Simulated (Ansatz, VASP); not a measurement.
# Cross-check of TiC between VASP and Ansatz

Aim: how closely do two programs agree when they are given the same cell, functional and k mesh? The cell is taken from a series of runs on this material, whose earlier steps may have relaxed, scaled, displaced or heated it; both programs get it as it stands.

Program: Ansatz 0.2.0. Level of theory: plane waves, with VASP 6.6.1 beside it; zone-centre phonons at LDA. Results are calculated unless marked as measured.

## (1) Starting point

The structure is orthorhombic, space group Immm (No. 71). Conventional cell: a = 3.004 Å, b = 3.043 Å, c = 4.254 Å, α = 90.00°, β = 90.00°, γ = 90.00°. Nearest to C lie 6 Ti at 2.13 to 2.14 Å. Nearest to Ti lie 6 C at 2.13 to 2.14 Å. Farther neighbours are not listed.

Structure file:

```cif
data_structure
_symmetry_space_group_name_H-M 'Immm'
_symmetry_Int_Tables_number 71
_cell_length_a 3.0038
_cell_length_b 3.0430
_cell_length_c 4.2542
_cell_angle_alpha 90.000
_cell_angle_beta 90.000
_cell_angle_gamma 90.000
_cell_volume 38.89
loop_
_atom_site_label
_atom_site_type_symbol
_atom_site_symmetry_multiplicity
_atom_site_Wyckoff_symbol
_atom_site_fract_x
_atom_site_fract_y
_atom_site_fract_z
_atom_site_occupancy
C1 C 2 c 0.00000 0.00000 0.50000 1
Ti1 Ti 2 a 0.00000 0.00000 0.00000 1
```

## (2) VASP: zone-centre phonons, LDA

Second derivatives magnify differences that forces hide, and they need a tight electronic threshold.

Lines of VASP's logs that name or quote its potential files are left out, and so is its time.

File INCAR:

```
SYSTEM = TiC
PREC = Accurate
ENCUT = 600
EDIFF = 1E-08
NELM = 120
ISMEAR = 1
SIGMA = 0.2
LREAL = .FALSE.
ALGO = Normal
GGA = PW92
NBANDS = 14
LASPH = .TRUE.
LORBIT = 11
LWAVE = .FALSE.
LCHARG = .FALSE.
ISIF = 2
IBRION = 8
GGA_COMPAT = .FALSE.
KPAR = 2
```

File POSCAR:

```
TiC
1.0
    0.0138517323      2.1378657802      2.1271146599
    2.1378657802      0.0138517323      2.1271146599
    2.1517175125      2.1517175125      0.0000000000
C Ti
1 1
Direct
    0.5000000000      0.5000000000      0.5000000000
    0.0000000000      0.0000000000      0.0000000000
```

File KPOINTS:

```
Automatic mesh
0
Gamma
16 16 16
0 0 0
```

Potentials, in the order of the species: C and Ti_sv (LDA family, release 64).

The run is started by

```bash
$ mpirun -np 2 vasp_std
```

Numbers of over 12 decimals in the logs are rounded to 6 here.

The program printed:

```text
[banner, memory and clock lines left out]
running    2 mpi-ranks, on    1 nodes
 distrk:  each k-point on    1 cores,    2 groups
 distr:  one band on    1 cores,    1 groups

 POSCAR found type information on POSCAR C Ti
 POSCAR found :  2 types and       2 ions
|                                                                             |
|               ----> ADVICE to this user running VASP <----                  |
|                                                                             |
|     You enforced a specific xc type in the INCAR file but a different       |
|     [... a line on the potential file left out ...]
|     I HOPE YOU KNOW WHAT YOU ARE DOING!                                     |
|                                                                             |

 LDA part: xc-table for (Slater(with rela. corr.)+PW92), standard interpolation
 POSCAR, INCAR and KPOINTS ok, starting setup
 FFT: planning ... GRIDC
 FFT: planning ... GRID_SOFT
 FFT: planning ... GRID
 WAVECAR not read
 entering main loop
       N       E                     dE             d eps       ncg     rms          rms(c)
DAV:   1     0.126856084828E+03    0.12686E+03   -0.89345E+03 17418   0.152E+03
DAV:   2    -0.172623889558E+02   -0.14412E+03   -0.13548E+03 18384   0.372E+02
DAV:   3    -0.256265141138E+02   -0.83641E+01   -0.81584E+01 23104   0.864E+01
DAV:   4    -0.259771590783E+02   -0.35064E+00   -0.35037E+00 21854   0.159E+01
DAV:   5    -0.259851574731E+02   -0.79984E-02   -0.79978E-02 23516   0.211E+00    0.188E+01
DAV:   6    -0.211840946406E+02    0.48011E+01   -0.13133E+01 25068   0.606E+01    0.692E+00
DAV:   7    -0.205808111789E+02    0.60328E+00   -0.22926E+00 20998   0.229E+01    0.531E+00
DAV:   8    -0.205505793678E+02    0.30232E-01   -0.11629E-01 19234   0.388E+00    0.348E+00
DAV:   9    -0.205369491915E+02    0.13630E-01   -0.10589E-01 21522   0.394E+00    0.669E-01
DAV:  10    -0.205364029562E+02    0.54624E-03   -0.10482E-02 23822   0.134E+00    0.637E-01
DAV:  11    -0.205344777930E+02    0.19252E-02   -0.49630E-03 18804   0.106E+00    0.153E-01
DAV:  12    -0.205344661571E+02    0.11636E-04   -0.35851E-04 19434   0.216E-01    0.483E-02
DAV:  13    -0.205344555191E+02    0.10638E-04   -0.21581E-05 21336   0.376E-02    0.589E-03
DAV:  14    -0.205344552230E+02    0.29609E-06   -0.73101E-07 21488   0.115E-02    0.300E-03
DAV:  15    -0.205344551596E+02    0.63363E-07   -0.17230E-07 27276   0.612E-03    0.135E-03
DAV:  16    -0.205344551465E+02    0.13105E-07   -0.41792E-08 19494   0.339E-03    0.243E-04
DAV:  17    -0.205344551469E+02   -0.38517E-09   -0.12272E-09 10722   0.533E-04
   1 F= -.20534455E+02 E0= -.20534390E+02  d E =-.195626E-03
 Linear response reoptimize wavefunctions to high precision
DAV:   1    -0.205344551469E+02   -0.20009E-10   -0.28328E-10 12150   0.223E-04
 Linear response DOF=           4
 Linear response progress:
  Degree of freedom:   1/  4
       N       E                     dE             d eps       ncg     rms          rms(c)
RMM:   1    -0.125942366133E+00   -0.12594E+00   -0.55381E-02 67088   0.229E+00
RMM:   2    -0.116154581290E+00    0.97878E-02   -0.55562E-03 60554   0.564E-01    0.146E-01
RMM:   3    -0.116782791054E+00   -0.62821E-03   -0.18774E-03 62773   0.241E-01    0.666E-02
RMM:   4    -0.117782633158E+00   -0.99984E-03   -0.73473E-04 64563   0.147E-01    0.145E-02
RMM:   5    -0.117909834873E+00   -0.12720E-03   -0.15089E-04 73593   0.583E-02    0.280E-03
RMM:   6    -0.117888628901E+00    0.21206E-04   -0.20780E-05 72211   0.239E-02    0.110E-03
RMM:   7    -0.117892907395E+00   -0.42785E-05   -0.42473E-06 75322   0.111E-02    0.493E-04
RMM:   8    -0.117893440830E+00   -0.53344E-06   -0.87747E-07 74206   0.532E-03    0.344E-04
RMM:   9    -0.117892182922E+00    0.12579E-05   -0.50311E-07 74160   0.288E-03    0.855E-05
RMM:  10    -0.117891796795E+00    0.38613E-06   -0.73004E-07 75840   0.149E-03    0.518E-05
RMM:  11    -0.117891928419E+00   -0.13162E-06   -0.28933E-07 76345   0.790E-04    0.146E-05
RMM:  12    -0.117891876506E+00    0.51913E-07   -0.53006E-08 74533   0.420E-04    0.991E-06
RMM:  13    -0.117891919467E+00   -0.42960E-07   -0.86794E-08 75925   0.234E-04    0.129E-05
RMM:  14    -0.117891919707E+00   -0.24010E-09   -0.44690E-09 76074   0.126E-04    0.808E-06
 first order change of Fermi-energy   0.21192E-03
 force on displaced ion       1 direction 1 : -10.555  -0.337   0.000
 Linear response progress:
  Degree of freedom:   2/  4
       N       E                     dE             d eps       ncg     rms          rms(c)
RMM:   1    -0.126306218323E+00   -0.12631E+00   -0.55391E-02 37311   0.234E+00
RMM:   2    -0.116400505177E+00    0.99057E-02   -0.57599E-03 33932   0.577E-01    0.147E-01
RMM:   3    -0.117029673504E+00   -0.62917E-03   -0.19287E-03 35009   0.246E-01    0.672E-02
RMM:   4    -0.118040213077E+00   -0.10105E-02   -0.73302E-04 35767   0.149E-01    0.147E-02
RMM:   5    -0.118168117503E+00   -0.12790E-03   -0.15774E-04 40891   0.598E-02    0.297E-03
RMM:   6    -0.118154904728E+00    0.13213E-04   -0.21158E-05 40122   0.245E-02    0.147E-03
RMM:   7    -0.118150842558E+00    0.40622E-05   -0.45271E-06 41245   0.116E-02    0.738E-04
RMM:   8    -0.118155396852E+00   -0.45543E-05   -0.87147E-07 40785   0.573E-03    0.355E-04
RMM:   9    -0.118153245993E+00    0.21509E-05   -0.23459E-07 41475   0.308E-03    0.137E-04
RMM:  10    -0.118153119643E+00    0.12635E-06   -0.73166E-07 40050   0.166E-03    0.813E-05
RMM:  11    -0.118153221387E+00   -0.10174E-06   -0.12540E-07 41011   0.888E-04    0.472E-05
RMM:  12    -0.118153218268E+00    0.31186E-08    0.86510E-08 42881   0.470E-04    0.435E-05
 first order change of Fermi-energy   0.68877E-03
 force on displaced ion       1 direction 3 :   0.000   0.000 -11.058
 Linear response progress:
  Degree of freedom:   3/  4
       N       E                     dE             d eps       ncg     rms          rms(c)
RMM:   1    -0.677399435745E+00   -0.67740E+00    0.81369E+00 30925   0.131E+02
RMM:   2    -0.652508040340E+00    0.24891E-01   -0.23596E-01 52355   0.499E+00    0.226E-01
RMM:   3    -0.651649760195E+00    0.85828E-03   -0.18559E-02 62865   0.118E+00    0.111E-01
RMM:   4    -0.650938817610E+00    0.71094E-03   -0.74336E-03 68948   0.510E-01    0.213E-02
RMM:   5    -0.651485891587E+00   -0.54707E-03   -0.11713E-03 73048   0.204E-01    0.100E-02
RMM:   6    -0.651811242752E+00   -0.32535E-03   -0.30828E-04 73305   0.887E-02    0.697E-03
RMM:   7    -0.652330559967E+00   -0.51932E-03   -0.76354E-05 64547   0.496E-02    0.680E-03
RMM:   8    -0.652138390728E+00    0.19217E-03   -0.39621E-05 68469   0.266E-02    0.626E-04
RMM:   9    -0.652154578446E+00   -0.16188E-04   -0.18626E-05 74926   0.143E-02    0.440E-04
RMM:  10    -0.652169970058E+00   -0.15392E-04   -0.12370E-05 73982   0.842E-03    0.140E-04
RMM:  11    -0.652178046068E+00   -0.80760E-05   -0.96213E-06 74238   0.567E-03    0.384E-05
RMM:  12    -0.652177880689E+00    0.16538E-06   -0.76319E-06 78173   0.391E-03    0.965E-05
RMM:  13    -0.652182881740E+00   -0.50011E-05   -0.57476E-06 68715   0.302E-03    0.937E-06
RMM:  14    -0.652183171486E+00   -0.28975E-06   -0.46832E-06 77800   0.230E-03    0.159E-05
RMM:  15    -0.652183229840E+00   -0.58354E-07   -0.36196E-06 76718   0.186E-03    0.305E-05
RMM:  16    -0.652181877762E+00    0.13521E-05   -0.31084E-06 67522   0.158E-03    0.774E-05
RMM:  17    -0.652181946560E+00   -0.68798E-07   -0.24473E-06 77899   0.132E-03    0.859E-05
RMM:  18    -0.652182115062E+00   -0.16850E-06   -0.18429E-06 76031   0.113E-03    0.920E-05
RMM:  19    -0.652182627813E+00   -0.51275E-06   -0.16577E-06 65178   0.985E-04    0.877E-05
 first order change of Fermi-energy  -0.15142E-03
 force on displaced ion       2 direction 1 : -10.592  -0.337   0.000
 Linear response progress:
  Degree of freedom:   4/  4
       N       E                     dE             d eps       ncg     rms          rms(c)
RMM:   1    -0.670617081478E+00   -0.67062E+00    0.87988E+00 17565   0.131E+02
RMM:   2    -0.645577574867E+00    0.25040E-01   -0.23667E-01 29281   0.497E+00    0.227E-01
RMM:   3    -0.644685358453E+00    0.89222E-03   -0.18793E-02 34919   0.118E+00    0.111E-01
RMM:   4    -0.643953794033E+00    0.73156E-03   -0.75225E-03 38313   0.510E-01    0.215E-02
RMM:   5    -0.644491367645E+00   -0.53757E-03   -0.11928E-03 40499   0.203E-01    0.102E-02
RMM:   6    -0.644802946488E+00   -0.31158E-03   -0.30173E-04 40707   0.871E-02    0.739E-03
RMM:   7    -0.645077836169E+00   -0.27489E-03   -0.77683E-05 37652   0.437E-02    0.255E-03
RMM:   8    -0.645238964063E+00   -0.16113E-03   -0.36226E-05 39325   0.241E-02    0.248E-03
RMM:   9    -0.645145365625E+00    0.93598E-04   -0.25220E-05 38050   0.143E-02    0.747E-04
RMM:  10    -0.645166555609E+00   -0.21190E-04   -0.19267E-05 40943   0.824E-03    0.266E-04
RMM:  11    -0.645180544553E+00   -0.13989E-04   -0.14477E-05 40446   0.541E-03    0.679E-05
RMM:  12    -0.645178397074E+00    0.21475E-05   -0.11611E-05 42287   0.374E-03    0.744E-05
RMM:  13    -0.645177554753E+00    0.84232E-06   -0.88649E-06 42052   0.279E-03    0.132E-04
RMM:  14    -0.645179649678E+00   -0.20949E-05   -0.81020E-06 38880   0.223E-03    0.960E-05
RMM:  15    -0.645180316860E+00   -0.66718E-06   -0.62549E-06 40415   0.181E-03    0.888E-05
RMM:  16    -0.645180864903E+00   -0.54804E-06   -0.56340E-06 41276   0.151E-03    0.839E-05
RMM:  17    -0.645180817674E+00    0.47228E-07   -0.45575E-06 40001   0.129E-03    0.975E-05
 first order change of Fermi-energy  -0.45104E-03
 force on displaced ion       2 direction 3 :   0.000   0.000 -11.076
 Linear response finished
```

Parts of OUTCAR (step 2):

```text
ion  position               nearest neighbor table
   1  0.500  0.500  0.500-   2 2.13   2 2.13   2 2.14   2 2.14   2 2.14   2 2.14
   2  0.000  0.000  0.000-   1 2.13   1 2.13   1 2.14   1 2.14   1 2.14   1 2.14

  LATTYP: Found a body centered orthorhombic cell.
 ALAT       =     3.0038094732
 B/A-ratio  =     1.0130429762
 C/A-ratio  =     1.4162780155

 Subroutine GETGRP returns: Found  8 space group operations
 (whereof  8 operations were pure point group operations)

The static configuration has the point symmetry D_2h.

 Found    621 irreducible k-points:

   k-points           NKPTS =    621   k-points in BZ     NKDIM =    621   number of bands    NBANDS=     14

   dimension x,y,z NGX =    24 NGY =   24 NGZ =   24
   dimension x,y,z NGXF=    48 NGYF=   48 NGZF=   48

   ENCUT  =  600.0 eV  44.10 Ry    6.64 a.u.   6.02  6.02  6.08*2*pi/ulx,y,z

   NELECT =      16.0000    total number of electrons

 k-points in reciprocal lattice and weights: Automatic mesh
   0.00000000  0.00000000  0.00000000       0.000
   0.06250000  0.00000000  0.00000000       0.001
   0.12500000  0.00000000  0.00000000       0.001
   0.18750000  0.00000000  0.00000000       0.001
   0.25000000  0.00000000  0.00000000       0.001
   0.31250000  0.00000000  0.00000000       0.001
   0.37500000  0.00000000  0.00000000       0.001
   0.43750000  0.00000000  0.00000000       0.001
   0.50000000  0.00000000  0.00000000       0.000
[...]
0.25000000  0.25000000  0.50000000       0.000
  -0.25000000  0.25000000  0.50000000       0.000

 average (electrostatic) potential at core
       1 -48.2269       2 -70.5442

  Total       -0.2387776     -0.2387776      0.0356109     -0.2717269      0.0000000      0.0000000
  in kB      -19.6761696    -19.6761696      2.9344694    -22.3913182      0.0000000      0.0000000
  external PRESSURE =     -12.1392900 kB  Pullay stress =       0.0000000 kB

  energy-cutoff  :      600.00
  volume of cell :       19.44
      direct lattice vectors                 reciprocal lattice vectors
     0.013851732  2.137865780  2.127114660    -0.235403339  0.235403339  0.235060201
     2.137865780  0.013851732  2.127114660     0.235403339 -0.235403339  0.235060201
     2.151717512  2.151717512  0.000000000     0.232372510  0.232372510 -0.235060201

 POSITION                                       TOTAL-FORCE (eV/Angst)
 -----------------------------------------------------------------------------------
      2.15172      2.15172      2.12711         0.000000     -0.000000     -0.000000
      0.00000      0.00000      0.00000        -0.000000      0.000000      0.000000
 -----------------------------------------------------------------------------------
    total drift:                                0.000000     -0.000000     -0.000000

 Eigenvectors and eigenvalues of the dynamical matrix
 ----------------------------------------------------

   1 f  =   16.779231 THz   105.427019 2PiTHz  559.694905 cm-1    69.393293 meV
             X         Y         Z           dx          dy          dz
      2.151718  2.151718  2.127115    -0.000000   -0.000000    0.893971
      0.000000  0.000000  0.000000     0.000000    0.000000   -0.448126

   2 f  =   16.655963 THz   104.652500 2PiTHz  555.583110 cm-1    68.883496 meV
             X         Y         Z           dx          dy          dz
      2.151718  2.151718  2.127115     0.632022    0.632022    0.000000
      0.000000  0.000000  0.000000    -0.317093   -0.317093    0.000000

   3 f  =   16.132527 THz   101.363655 2PiTHz  538.123167 cm-1    66.718739 meV
             X         Y         Z           dx          dy          dz
      2.151718  2.151718  2.127115    -0.632005    0.632005   -0.000000
      0.000000  0.000000  0.000000     0.317127   -0.317127    0.000000

   4 f/i=    0.005632 THz     0.035389 2PiTHz    0.187876 cm-1     0.023294 meV
             X         Y         Z           dx          dy          dz
      2.151718  2.151718  2.127115     0.000000    0.000000   -0.448126
      0.000000  0.000000  0.000000    -0.000000    0.000000   -0.893971

   5 f/i=    0.011391 THz     0.071569 2PiTHz    0.379949 cm-1     0.047108 meV
             X         Y         Z           dx          dy          dz
      2.151718  2.151718  2.127115    -0.317093   -0.317093   -0.000000
      0.000000  0.000000  0.000000    -0.632022   -0.632022    0.000000

   6 f/i=    0.011919 THz     0.074890 2PiTHz    0.397578 cm-1     0.049293 meV
             X         Y         Z           dx          dy          dz
      2.151718  2.151718  2.127115     0.317127   -0.317127   -0.000000
      0.000000  0.000000  0.000000     0.632005   -0.632005    0.000000

 ELASTIC MODULI CONTR FROM IONIC RELAXATION (kBar)
 Direction    XX          YY          ZZ          XY          YZ          ZX
 --------------------------------------------------------------------------------
 XX           0.0000      0.0000      0.0000      0.0000      0.0000      0.0000
 YY           0.0000      0.0000      0.0000      0.0000      0.0000      0.0000
 ZZ           0.0000      0.0000      0.0000      0.0000      0.0000      0.0000
 XY           0.0000      0.0000      0.0000      0.0000      0.0000      0.0000
 YZ           0.0000      0.0000      0.0000      0.0000      0.0000      0.0000
 ZX           0.0000      0.0000      0.0000      0.0000      0.0000      0.0000
 --------------------------------------------------------------------------------
```

[end of part 1 of 2]

[Lines on the potential files, build, host, timing and source positions are cut from VASP's logs without a mark.]

[Logs are printed without paths, hosts, clocks, repeated set-up lines and the standing remarks that a program may print on its own settings, such as how far it seeks lower states.]

[Hosts, paths, dates, database ids (printed as entryN), source tags and the programs' standing remarks are cut or masked in the printed files.]
